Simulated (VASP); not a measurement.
Method: HSEsol screened hybrid, VASP's PBE PAW potentials (set 64) (plane waves; VASP).

Input for VASP

### KPOINTS
```
Automatic mesh
0
Gamma
6 6 6
0 0 0
```

File POSCAR:
```
Si
1
    0.0000000000     2.7613483004     2.7613483004
    2.7613483004     0.0000000000     2.7613483004
    2.7613483004     2.7613483004     0.0000000000
Si
2
Direct
  0.0000000000   0.0000000000   0.0000000000
  0.2500000000   0.2500000000   0.2500000000
```

**INCAR**
```
SYSTEM = Si
PREC = Accurate; ENCUT = 520; LREAL = .FALSE.
LASPH = .TRUE.; ISYM = 3
EDIFF = 1E-6; NELM = 60; ALGO = Normal
ISMEAR = 0; SIGMA = 0.05
GGA = PS; LHFCALC = .TRUE.; AEXX = 0.25
HFSCREEN = 0.2; PRECFOCK = Fast
ISIF = 2
LWAVE = .FALSE.; LCHARG = .FALSE.
```

POTCAR, in this order: Si (PBE.64 set). Program: vasp_std. Read from the step before: WAVECAR.

Task: What will the output report for the number of irreducible k-points (NKPTS), largest plane-wave count, number of space-group operations, FFT grid (NGX, NGY, NGZ)?

Result: 
number of irreducible k-points (NKPTS): 16
largest plane-wave count: 1158
number of space-group operations: 48
FFT grid (NGX, NGY, NGZ): 30 × 30 × 30

The compound is Si in the diamond structure. This cell is one point of a volume scan, at 1.03 of the reference volume. The cell's shape comes from a PBE relaxation.
